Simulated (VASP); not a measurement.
A convergence study with VASP on ZnSe (zinc blende): one setting is varied, all else stays as given below, so the limit is that of these other settings. Each run relaxes cell and ions from the cell shown. The basis is that of the starting cell, so low cut-offs carry a Pulay error.

```
CELL_PARAMETERS angstrom
      0.00000     2.83500     2.83500
      2.83500     0.00000     2.83500
      2.83500     2.83500     0.00000
ATOMIC_POSITIONS crystal
  Zn 0.00000 0.00000 0.00000
  Se 0.25000 0.25000 0.25000
```

Level of theory: LDA (Ceperley-Alder, Perdew-Zunger), VASP's LDA PAW potentials (set 64) (plane waves; VASP). The tightest run used: 700 eV cut-off, 7×7×7 Γ-centred mesh, Gaussian smearing of 0.050 eV, potentials Zn Se.

Gaps are read on the run's mesh, which can miss a band edge.

```csv
setting,relaxed volume (Å³/atom),E (eV/atom),gap on the mesh (eV),plane waves
ENCUT = 200,19.020,-3.8556,1.862,302
ENCUT = 250,21.206,-3.6969,1.359,418
ENCUT = 300,21.666,-3.6852,1.266,548
ENCUT = 350,21.600,-3.6865,1.281,688
ENCUT = 400,21.622,-3.6863,1.279,869
```

Problem. These are the cheaper rows. Estimate the results at ENCUT = 700, and how far the last row shown lies from them.

Solution. 
```
quantity                  tightest run  last row shown is off by
------------------------  ------------  ------------------------
relaxed volume (Å³/atom)        21.682                    -0.060
E (eV/atom)                    -3.6853                   -0.0011
gap on the mesh (eV)             1.268                     0.011
```

Left out are rungs that failed or repeat a setting and relaxations that didn't move; long series are thinned to 24 rows.

The compound is ZnSe in the zinc blende structure.
